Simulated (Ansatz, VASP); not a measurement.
# HfO2 in two plane-wave programs

Wanted: the spread between two codes on one cell, functional and k mesh. The cell is taken from a series of runs on this material, whose earlier steps may have relaxed, scaled, displaced or heated it; both programs get it as it stands.

Program: Ansatz 0.2.0. Level of theory: plane waves, with VASP 6.6.1 beside it; zone-centre phonons at LDA. Results are calculated unless marked as measured.

**1. Set-up**

The structure is tetragonal, space group P4_2/nmc (No. 137). The conventional cell has a = 3.589 Å, b = 3.589 Å, c = 5.255 Å, α = 90.00°, β = 90.00°, γ = 90.00°. Nearest to O lie 4 Hf at 2.06 to 2.42 Å. Nearest to Hf lie 8 O at 2.06 to 2.42 Å. Farther neighbours and most contacts between anions are not listed.

**2. VASP: zone-centre phonons, LDA**

Second derivatives magnify differences that forces hide, and they need a tight electronic threshold.

Lines of VASP's logs that name or quote its potential files are left out, and so is its time.

INCAR reads:

```
SYSTEM = HfO2
PREC = Accurate
ENCUT = 600
EDIFF = 1E-08
NELM = 120
ISMEAR = 0
SIGMA = 0.01
LREAL = .FALSE.
ALGO = Normal
GGA = CA
NBANDS = 28
LASPH = .TRUE.
LORBIT = 11
LWAVE = .FALSE.
LCHARG = .FALSE.
ISIF = 2
IBRION = 8
LEPSILON = .TRUE.
GGA_COMPAT = .FALSE.
EFERMI = MIDGAP
KPAR = 2
```

POSCAR reads:

```
HfO2
1.0
    3.5889868872      0.0000000000      0.0000000000
    0.0000000000      3.5889868872      0.0000000000
    0.0000000000      0.0000000000      5.2553917463
O Hf
4 2
Direct
    0.0000000000      0.5000000000      0.6908059535
    0.5000000000      0.0000000000      0.8091940465
    0.5000000000      0.0000000000      0.3091940465
    0.0000000000      0.5000000000      0.1908059535
    0.5000000000      0.5000000000      0.5000000000
    0.0000000000      0.0000000000      0.0000000000
```

KPOINTS reads:

```
Automatic mesh
0
Gamma
8 8 6
0 0 0
```

PAW data sets: O and Hf_pv (LDA family, release 64).

Run with:

```console
> mpirun -np 2 vasp_std
```

Numbers of over 12 decimals in the logs are rounded to 6 here.

Log:

```text
[banner, memory and clock lines left out]
running    2 mpi-ranks, on    1 nodes
 distrk:  each k-point on    1 cores,    2 groups
 distr:  one band on    1 cores,    1 groups

 POSCAR found type information on POSCAR O Hf
 POSCAR found :  2 types and       6 ions
 LDA part: xc-table for (Slater(with rela. corr.)+CA(PZ))
 , standard interpolation
 POSCAR, INCAR and KPOINTS ok, starting setup
 FFT: planning ... GRIDC
 FFT: planning ... GRID_SOFT
 FFT: planning ... GRID
 WAVECAR not read
 entering main loop
       N       E                     dE             d eps       ncg     rms          rms(c)
DAV:   1     0.267399258253E+03    0.26740E+03   -0.27458E+04  3360   0.175E+03
DAV:   2    -0.625307885655E+02   -0.32993E+03   -0.32072E+03  4316   0.402E+02
DAV:   3    -0.767855176597E+02   -0.14255E+02   -0.14208E+02  4028   0.765E+01
DAV:   4    -0.769324918027E+02   -0.14697E+00   -0.14686E+00  4564   0.854E+00
DAV:   5    -0.769336970950E+02   -0.12053E-02   -0.12051E-02  4244   0.714E-01    0.739E+01
DAV:   6    -0.664930318455E+02    0.10441E+02   -0.59487E+01  3884   0.413E+01    0.622E+01
DAV:   7    -0.661608893117E+02    0.33214E+00   -0.28033E+00  4072   0.113E+01    0.362E+01
DAV:   8    -0.660903336739E+02    0.70556E-01   -0.26985E-01  4080   0.397E+00    0.659E+00
DAV:   9    -0.660723306746E+02    0.18003E-01   -0.72150E-02  3776   0.185E+00    0.266E+00
DAV:  10    -0.660710138466E+02    0.13168E-02   -0.59627E-03  4308   0.491E-01    0.166E-01
DAV:  11    -0.660710438925E+02   -0.30046E-04   -0.33458E-04  4128   0.121E-01    0.350E-02
DAV:  12    -0.660710465030E+02   -0.26105E-05   -0.12581E-05  4168   0.216E-02    0.507E-02
DAV:  13    -0.660710463370E+02    0.16601E-06   -0.11804E-06  4224   0.683E-03    0.966E-03
DAV:  14    -0.660710463297E+02    0.73014E-08   -0.88089E-08  3944   0.160E-03
   1 F= -.66071046E+02 E0= -.66071046E+02  d E =0.000000E+00
 Linear response reoptimize wavefunctions to high precision
DAV:   1    -0.660710463313E+02   -0.15734E-08   -0.11165E-08  3700   0.678E-04
DAV:   2    -0.660710463313E+02   -0.64574E-10   -0.25410E-10  2288   0.105E-04
 Linear response G [H, r] |phi>, progress :
  Direction:   1
       N       E                     dE             d eps       ncg     rms
RMM:   1    -0.182776181046E+03   -0.18278E+03    0.14070E+03  4868   0.231E+02
RMM:   2    -0.178494743606E+03    0.42814E+01   -0.68682E+01  5388   0.400E+01
RMM:   3    -0.179243532750E+03   -0.74879E+00   -0.54486E+00  6384   0.706E+00
RMM:   4    -0.179264690798E+03   -0.21158E-01   -0.31388E-01  6854   0.154E+00
RMM:   5    -0.179264053425E+03    0.63737E-03   -0.19514E-02  6637   0.366E-01
RMM:   6    -0.179264151215E+03   -0.97790E-04   -0.15087E-03  6916   0.929E-02
RMM:   7    -0.179264163536E+03   -0.12321E-04   -0.20378E-04  6826   0.304E-02
RMM:   8    -0.179264163789E+03   -0.25311E-06   -0.24805E-04  6777   0.149E-02
RMM:   9    -0.179264161831E+03    0.19587E-05    0.39810E-04  6328   0.118E-02
RMM:  10    -0.179264157902E+03    0.39288E-05    0.10025E-04  6374   0.111E-02
RMM:  11    -0.179264158727E+03   -0.82524E-06    0.29280E-04  6160   0.110E-02
RMM:  12    -0.179264157928E+03    0.79899E-06    0.25225E-04  5854   0.109E-02
 Linear response G [H, r] |phi>, progress :
  Direction:   2
       N       E                     dE             d eps       ncg     rms
RMM:   1    -0.179553540106E+03   -0.17955E+03    0.16001E+03  4897   0.236E+02
RMM:   2    -0.174947278829E+03    0.46063E+01   -0.84321E+01  5416   0.425E+01
RMM:   3    -0.175884608268E+03   -0.93733E+00   -0.67243E+00  6458   0.803E+00
RMM:   4    -0.175906398281E+03   -0.21790E-01   -0.37069E-01  6816   0.172E+00
RMM:   5    -0.175904864230E+03    0.15341E-02   -0.24789E-02  6669   0.420E-01
RMM:   6    -0.175904999553E+03   -0.13532E-03   -0.23482E-03  6896   0.107E-01
RMM:   7    -0.175904997795E+03    0.17583E-05   -0.69959E-04  6867   0.334E-02
RMM:   8    -0.175904990174E+03    0.76204E-05    0.61180E-04  6731   0.171E-02
RMM:   9    -0.175904987266E+03    0.29086E-05   -0.22546E-04  6519   0.140E-02
RMM:  10    -0.175904983391E+03    0.38749E-05   -0.16370E-04  6267   0.132E-02
RMM:  11    -0.175904983988E+03   -0.59696E-06   -0.34510E-05  6146   0.131E-02
RMM:  12    -0.175904990439E+03   -0.64508E-05   -0.17509E-04  5945   0.130E-02
 Linear response G [H, r] |phi>, progress :
  Direction:   3
       N       E                     dE             d eps       ncg     rms
RMM:   1    -0.182900603574E+03   -0.18290E+03    0.12408E+03  5249   0.221E+02
RMM:   2    -0.177962023776E+03    0.49386E+01   -0.60454E+01  5473   0.373E+01
RMM:   3    -0.178813708470E+03   -0.85168E+00   -0.43275E+00  6298   0.660E+00
RMM:   4    -0.178855375721E+03   -0.41667E-01   -0.31684E-01  6622   0.150E+00
RMM:   5    -0.178856633592E+03   -0.12579E-02   -0.21142E-02  6435   0.347E-01
RMM:   6    -0.178856746661E+03   -0.11307E-03   -0.27407E-03  6585   0.976E-02
RMM:   7    -0.178856736714E+03    0.99479E-05   -0.48113E-04  6614   0.337E-02
[...]
RMM:  12    -0.365218324833E+00    0.14388E-06   -0.15481E-07 14397   0.274E-04    0.372E-05
RMM:  13    -0.365218305886E+00    0.18947E-07   -0.24034E-07 14259   0.267E-04    0.687E-06
RMM:  14    -0.365218296669E+00    0.92176E-08   -0.17483E-07 14248   0.265E-04    0.826E-06
[...]
RMM:  14    -0.360820060278E+00    0.21623E-08   -0.45228E-08 13084   0.220E-04    0.887E-07
 first order change of Fermi-energy   0.31922E-04
 force on displaced ion       1 direction 2 :   0.000  -4.841   0.002
 Born effective charge ion    1 direction 2 :   0.000  -1.997   0.000
 Linear response progress:
  Degree of freedom:   3/  5
       N       E                     dE             d eps       ncg     rms          rms(c)
RMM:   1    -0.378569301201E+00   -0.37857E+00    0.23644E-01 11740   0.313E+00
RMM:   2    -0.367940168259E+00    0.10629E-01   -0.14692E-02  9143   0.563E-01    0.933E-01
RMM:   3    -0.369018765786E+00   -0.10786E-02   -0.18346E-03  9213   0.184E-01    0.504E-01
RMM:   4    -0.370658126430E+00   -0.16394E-02   -0.12415E-03  9299   0.151E-01    0.778E-02
RMM:   5    -0.370585353996E+00    0.72772E-04   -0.10863E-04  9416   0.356E-02    0.239E-02
RMM:   6    -0.370564316487E+00    0.21038E-04   -0.17261E-05  9861   0.939E-03    0.104E-02
RMM:   7    -0.370563989560E+00    0.32693E-06    0.15588E-06  9902   0.312E-03    0.516E-03
RMM:   8    -0.370536909763E+00    0.27080E-04    0.34414E-06  9558   0.263E-03    0.177E-03
RMM:   9    -0.370539962416E+00   -0.30527E-05   -0.29847E-07 10044   0.718E-04    0.681E-04
RMM:  10    -0.370542969947E+00   -0.30075E-05   -0.15985E-07 10155   0.503E-04    0.369E-04
RMM:  11    -0.370542760942E+00    0.20901E-06    0.31665E-07 10227   0.370E-04    0.830E-05
RMM:  12    -0.370542771871E+00   -0.10929E-07    0.33655E-07 10337   0.287E-04    0.247E-05
RMM:  13    -0.370542797943E+00   -0.26072E-07    0.86135E-08 11256   0.273E-04    0.106E-05
RMM:  14    -0.370542813216E+00   -0.15273E-07    0.26194E-07 11043   0.269E-04    0.667E-06
RMM:  15    -0.370542818665E+00   -0.54497E-08    0.14345E-07 11278   0.268E-04    0.398E-06
RMM:  16    -0.370542817675E+00    0.99079E-09    0.21481E-07  9789   0.267E-04    0.111E-06
RMM:  17    -0.370542817091E+00    0.58347E-09    0.14644E-07  9304   0.267E-04    0.368E-07
RMM:  18    -0.370542818313E+00   -0.12223E-08    0.20060E-07  8869   0.267E-04    0.128E-07
RMM:  19    -0.370542818171E+00    0.14245E-09    0.14613E-07  8864   0.267E-04    0.980E-08
 first order change of Fermi-energy  -0.33412E+00
 force on displaced ion       1 direction 3 :   0.000   0.000 -12.680
 Born effective charge ion    1 direction 3 :   0.000   0.000  -2.333
 Linear response progress:
  Degree of freedom:   4/  5
       N       E                     dE             d eps       ncg     rms          rms(c)
RMM:   1    -0.233939471921E+00   -0.23394E+00    0.24570E+00  8780   0.860E+00
RMM:   2    -0.226690468078E+00    0.72490E-02   -0.39131E-02 10964   0.107E+00    0.987E-01
RMM:   3    -0.226186939207E+00    0.50353E-03   -0.14145E-03 12708   0.165E-01    0.590E-01
RMM:   4    -0.225460358745E+00    0.72658E-03   -0.36447E-04 14977   0.813E-02    0.163E-01
RMM:   5    -0.225288248983E+00    0.17211E-03   -0.27821E-05 15689   0.218E-02    0.249E-02
RMM:   6    -0.225322785478E+00   -0.34536E-04   -0.63365E-06 14180   0.115E-02    0.217E-02
RMM:   7    -0.225324192583E+00   -0.14071E-05   -0.40373E-08 15990   0.311E-03    0.153E-02
RMM:   8    -0.225322951396E+00    0.12412E-05   -0.12202E-05 15077   0.146E-03    0.101E-03
RMM:   9    -0.225322877884E+00    0.73511E-07   -0.78393E-06 15221   0.718E-04    0.350E-04
RMM:  10    -0.225322948668E+00   -0.70784E-07   -0.45348E-06 16448   0.449E-04    0.388E-04
RMM:  11    -0.225322997510E+00   -0.48842E-07   -0.24403E-06 15969   0.364E-04    0.126E-04
RMM:  12    -0.225322965988E+00    0.31522E-07   -0.12030E-06 16259   0.324E-04    0.402E-05
RMM:  13    -0.225322985386E+00   -0.19398E-07   -0.50547E-07 16086   0.305E-04    0.600E-06
RMM:  14    -0.225322995131E+00   -0.97458E-08   -0.27725E-07 16053   0.295E-04    0.149E-05
RMM:  15    -0.225322992282E+00    0.28497E-08    0.46261E-08 16001   0.290E-04    0.955E-06
 first order change of Fermi-energy  -0.27578E-05
 force on displaced ion       5 direction 1 :  -9.376   0.000  -0.002
 Born effective charge ion    5 direction 1 :   5.535   0.000   0.000
 Linear response progress:
  Degree of freedom:   5/  5
       N       E                     dE             d eps       ncg     rms          rms(c)
RMM:   1    -0.256251795223E+00   -0.25625E+00    0.22581E+00  7117   0.833E+00
RMM:   2    -0.247731207501E+00    0.85206E-02   -0.39983E-02  8444   0.110E+00    0.815E-01
RMM:   3    -0.246885715205E+00    0.84549E-03   -0.28006E-03 10128   0.205E-01    0.526E-01
RMM:   4    -0.245992344581E+00    0.89337E-03   -0.89058E-04 10007   0.158E-01    0.169E-01
RMM:   5    -0.245854896996E+00    0.13745E-03   -0.23665E-04 12096   0.497E-02    0.383E-02
RMM:   6    -0.245901371569E+00   -0.46475E-04   -0.27188E-05 10462   0.194E-02    0.267E-02
RMM:   7    -0.245917684186E+00   -0.16313E-04   -0.12701E-05 11738   0.653E-03    0.227E-02
RMM:   8    -0.245922508282E+00   -0.48241E-05   -0.14264E-05 10979   0.391E-03    0.331E-03
RMM:   9    -0.245926224717E+00   -0.37164E-05   -0.16397E-05 10599   0.254E-03    0.639E-04
RMM:  10    -0.245926313967E+00   -0.89251E-07   -0.55026E-06 11442   0.884E-04    0.474E-04
RMM:  11    -0.245926526830E+00   -0.21286E-06   -0.53359E-06 12391   0.465E-04    0.185E-04
RMM:  12    -0.245926444819E+00    0.82010E-07   -0.35153E-06 11506   0.367E-04    0.308E-05
RMM:  13    -0.245926492056E+00   -0.47237E-07   -0.44898E-06 12052   0.326E-04    0.259E-05
RMM:  14    -0.245926507853E+00   -0.15797E-07   -0.42163E-06 12796   0.308E-04    0.138E-05
[...]
RMM:  27    -0.245926469431E+00    0.21003E-07   -0.34143E-06 10621   0.296E-04    0.432E-07
RMM:  28    -0.245926482540E+00   -0.13109E-07   -0.35117E-06 10655   0.296E-04    0.575E-07
RMM:  29    -0.245926483215E+00   -0.67542E-09   -0.35247E-06 10663   0.296E-04    0.472E-07
RMM:  30    -0.245926491879E+00   -0.86633E-08   -0.36504E-06 10691   0.296E-04    0.537E-07
RMM:  31    -0.245926466976E+00    0.24903E-07   -0.34118E-06 10712   0.296E-04    0.473E-07
RMM:  32    -0.245926489133E+00   -0.22157E-07   -0.36264E-06 10745   0.296E-04    0.435E-07
RMM:  33    -0.245926477537E+00    0.11596E-07   -0.35337E-06 10757   0.296E-04    0.407E-07
RMM:  34    -0.245926505035E+00   -0.27499E-07   -0.37723E-06 10767   0.296E-04    0.407E-07
 first order change of Fermi-energy   0.39650E+00
 force on displaced ion       5 direction 3 :   0.000   0.000 -22.531
 Born effective charge ion    5 direction 3 :   0.000   0.000   4.665
 Born effective charges drift removed
 Linear response finished
```

(Continued in part 2 of 3.)

[Lines on the potential files, build, host, timing and source positions are cut from VASP's logs without a mark.]

[Logs are printed without paths, hosts, clocks, repeated set-up lines and the standing remarks that a program may print on its own settings, such as how far it seeks lower states.]

[Hosts, paths, dates, database ids (printed as entryN), source tags and the programs' standing remarks are cut or masked in the printed files.]
